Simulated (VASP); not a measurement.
Crystal: CdP2C.

```
CELL_PARAMETERS angstrom
3.30484 0.00000 0.00000
0.00000 3.30484 0.00000
0.00000 0.00000 5.97184
ATOMIC_POSITIONS crystal
Cd 0.00000 0.00000 0.00000
P 0.00000 0.50000 0.32654
P 0.50000 0.00000 0.67346
C 0.50000 0.50000 0.50000
```

The cell was built by a generator and needn't be a form met in nature.

Base run:

```yaml
Program: VASP 6.6.1
Functional: r2SCAN
Potentials_or_basis: VASP PAW PBE potentials, release 64 (Cd, P, C)
Cutoff: 520 eV
k_mesh: 6 × 6 × 4
Occupations: fermi-dirac, width 0.02 eV
Spin: no spin polarisation
```

Its results: band gap on the k mesh none (metal or under the smearing width); pressure 0.2 GPa; largest force 0.226 eV/Å.

Q: The run is repeated on the same cell with these changes: functional from r2SCAN to PBE-based screened hybrid; k mesh from 6 × 6 × 4 to 4 × 4 × 2. What comes out?

A: Band gap on the k mesh none (metal or under the smearing width); pressure -5.2 GPa; largest force 1.209 eV/Å.

Several settings changed at once, so the effect can't be laid on one alone.

Caveats: some runs use coarse meshes; the PAW data sets were made with another functional, which shifts forces and pressure a little.
